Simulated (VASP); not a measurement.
```yaml
crystal:
  lattice:
    - [-1.64192, 1.64192, 1.64192]
    - [1.64192, -1.64192, 1.64192]
    - [1.64192, 1.64192, -1.64192]
  atoms:
    - { symbol: Ta, position: [0.00000, 0.00000, 0.00000] }
```

All values below come from PBEsol GGA, VASP's PBE PAW potentials (set 64) (plane waves; VASP). Run with 480 eV cut-off, 14×14×14 Γ-centred mesh, first-order Methfessel-Paxton smearing of 0.10 eV, potentials Ta_pv.

Unless said otherwise, spin-orbit coupling is left out, though it shifts the bands of the heavy elements here.

Each row applies one change to this cell, which was relaxed at other settings and keeps the small stress of the first row; at a fixed cut-off the stress holds a Pulay part, so it need not integrate to ΔE exactly. Stress is in GPa, positive when the cell is compressed.

```tsv
change	ΔE (meV/atom)	σxx	σyy	σzz	largest shear component, with its sign (GPa)	largest force (eV/Å)
none	0.0	-0.01	-0.01	-0.01	0.00	0.000
biaxial strain of -1.0 % in the xy plane	…	…	…	…	…	…
isotropic strain of +1.0 %	10.4	-6.15	-6.15	-6.15	0.00	0.000
isotropic strain of +3.0 %	89.3	-16.34	-16.34	-16.34	0.00	0.000
uniaxial strain of -1.5 % along y	3.7	2.79	4.49	2.79	0.00	0.000
uniaxial strain of -2.0 % along z	…	…	…	…	…	…
uniaxial strain of +0.5 % along y	0.3	-0.91	-1.43	-0.91	0.00	0.000
```

**Question.** What belongs in the gaps?

**Answer.** 
- uniaxial strain of -2.0 % along z, ΔE (meV/atom): 6.7
- uniaxial strain of -2.0 % along z, σxx: 3.72
- uniaxial strain of -2.0 % along z, σyy: 3.72
- uniaxial strain of -2.0 % along z, σzz: 6.21
- uniaxial strain of -2.0 % along z, largest shear component, with its sign (GPa): 0.00
- uniaxial strain of -2.0 % along z, largest force (eV/Å): 0.000
- biaxial strain of -1.0 % in the xy plane, ΔE (meV/atom): 5.4
- biaxial strain of -1.0 % in the xy plane, σxx: 4.92
- biaxial strain of -1.0 % in the xy plane, σyy: 4.92
- biaxial strain of -1.0 % in the xy plane, σzz: 3.62
- biaxial strain of -1.0 % in the xy plane, largest shear component, with its sign (GPa): 0.00
- biaxial strain of -1.0 % in the xy plane, largest force (eV/Å): 0.000

Failed runs are left out, and for metals the shear rows, which the mesh's noise covers.

The compound is Ta in the bcc structure.
